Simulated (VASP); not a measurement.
Given:

```yaml
crystal:
  lattice:
    - [0.00000, 2.01699, 2.01699]
    - [2.01699, 0.00000, 2.01699]
    - [2.01699, 2.01699, 0.00000]
  atoms:
    - { symbol: Al, position: [0.00000, 0.00000, 0.00000] }
    - { symbol: N, position: [0.50000, 0.50000, 0.50000] }
```

The numbers are results of r2SCAN meta-GGA, VASP's PBE PAW potentials (set 64) (plane waves; VASP), not measurements. Run with 520 eV cut-off, 10×10×10 Γ-centred mesh, Gaussian smearing of 0.050 eV, potentials Al N.

Question: What does the run give for the energy per atom (σ→0), band gap (on the k-mesh) with the smallest direct gap where there is one?

Answer: 
band gap (on the k-mesh): 5.55 eV
smallest direct gap (on the k-mesh): 6.62 eV
energy per atom (σ→0): -9.448 eV/atom

The absolute energy has meaning only against runs of the same code, potentials and settings.

The structure was generated: AlN was put into the rock salt type (Fm-3m), which need not be its known phase. It was relaxed first, which changed the volume by -8 %. The start is the result of an earlier pass.
